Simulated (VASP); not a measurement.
These are PBE GGA, VASP's PBE PAW potentials (set 64) (plane waves; VASP 6.6.1) values and carry that method's errors.

A VASP calculation is set up with these files.

File KPOINTS:
```
K-points
0
gamma
  10 10 10
```

### INCAR
```
# general
SYSTEM  =  NaF
PREC    =  Accurate
ENCUT   =  520
LREAL   =  F
LASPH   =  T

# electronic loop
EDIFF   =  1E-7
NELM    =  100
ALGO    =  Normal

# smearing
ISMEAR  =  0
SIGMA   =  0.05

# functional
GGA     =  PE

# ions
ISIF    =  2

# output
LWAVE   =  F
LCHARG  =  F
```

POSCAR:
```
NaF
1
    0.0000000000     2.3223499765     2.3223499765
    2.3223499765     0.0000000000     2.3223499765
    2.3223499765     2.3223499765     0.0000000000
Na F
1 1
Direct
  0.0000000000   0.0000000000   0.0000000000
  0.5000000000   0.5000000000   0.5000000000
```

POTCAR, in this order: Na_pv F (PBE.64 set). Program: vasp_std.

**Question.** What will the output report for the number of irreducible k-points (NKPTS), largest plane-wave count, number of space-group operations, FFT grid (NGX, NGY, NGZ)?

**Answer.** 
| Item | Result |
|---|---|
| number of irreducible k-points (NKPTS) | 47 |
| largest plane-wave count | 692 |
| number of space-group operations | 48 |
| FFT grid (NGX, NGY, NGZ) | 24 × 24 × 24 |

The compound is NaF in the rock salt structure. This cell is one point of a volume scan, at 0.97 of the reference volume.
